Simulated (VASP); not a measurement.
The input files of a VASP run:

**POSCAR**
```
MoS2
1
    1.5263639276    -2.6437393719     0.0000000000
    1.5263639276     2.6437393719     0.0000000000
    0.0000000000     0.0000000000    11.2333963524
Mo S
2 4
Direct
  0.3333330000   0.6666670000   0.2500000000
  0.6666670000   0.3333330000   0.7500000000
  0.3333330000   0.6666670000   0.8891355891
  0.6666670000   0.3333330000   0.3891355891
  0.6666670000   0.3333330000   0.1108644109
  0.3333330000   0.6666670000   0.6108644109
```

**KPOINTS**
```
K-points
0
Gamma
 8 8 2
0 0 0
```

INCAR:
```
PSTRESS=200   ! kbar
PREC=Accurate
NSW=40   ! most ionic steps
LCHARG=.FALSE.
ISMEAR=0   ! Gaussian
LWAVE=.FALSE.
LASPH=.TRUE.
LREAL=.FALSE.   ! projection in real space or not
LMAXMIX=4   ! l cut-off of mixed one-centre charges
IBRION=2
ISIF=3   ! ions, shape and volume
SYSTEM=MoS2
ALGO=Normal   ! blocked Davidson
NELM=100   ! most electronic steps
EDIFF=1E-6   ! SCF stop (eV)
ENCUT=500
SIGMA=0.05   ! width (eV)
EDIFFG=-0.02   ! ionic stop
```

POTCAR, in this order: Mo_sv S (LDA.64 set). Program: vasp_std.

### Question
Translate this LDA calculation to Ansatz.

### Answer
One equivalent input (not run):
Ansatz 0.2 input:
```yaml
crystal:
  lattice:
    - [1.5263639, -2.6437394, 0.0000000]
    - [1.5263639, 2.6437394, 0.0000000]
    - [0.0000000, 0.0000000, 11.2333964]
  atoms:
    - { symbol: Mo, position: [0.3333330, 0.6666670, 0.2500000] }
    - { symbol: Mo, position: [0.6666670, 0.3333330, 0.7500000] }
    - { symbol: S, position: [0.3333330, 0.6666670, 0.8891356] }
    - { symbol: S, position: [0.6666670, 0.3333330, 0.3891356] }
    - { symbol: S, position: [0.6666670, 0.3333330, 0.1108644] }
    - { symbol: S, position: [0.3333330, 0.6666670, 0.6108644] }
kpoints:
  mp_grid: { grid: [8, 8, 2] }
hamiltonian:
  xc: lda
  pseudopotentials: { kind: paw }
scf:
  occupations: { method: gaussian, width: 0.05 }
  max_iter: 100
relax:
  max_steps: 40
  f_tol: 0.02
  cell: { p_target: 20 }
output: { forces: true, stress: true, eigenvalues: true }
```
Limits of the translation: each code has its own PAW files, so the cut-off isn't converted (ENCUT is set for VASP's; basis.ecutwfc is left out, and Ansatz then takes the one that its files recommend); Ansatz stops its SCF on the density residual and VASP on the energy change (EDIFF); Ansatz's lda is the Perdew-Wang form, while the LDA potentials of VASP carry Perdew-Zunger's.

The compound is MoS2 in the 2H layered structure. This run relaxes it under an external pressure of 20 GPa. Symmetry was kept, so distortions that lower it aren't found.
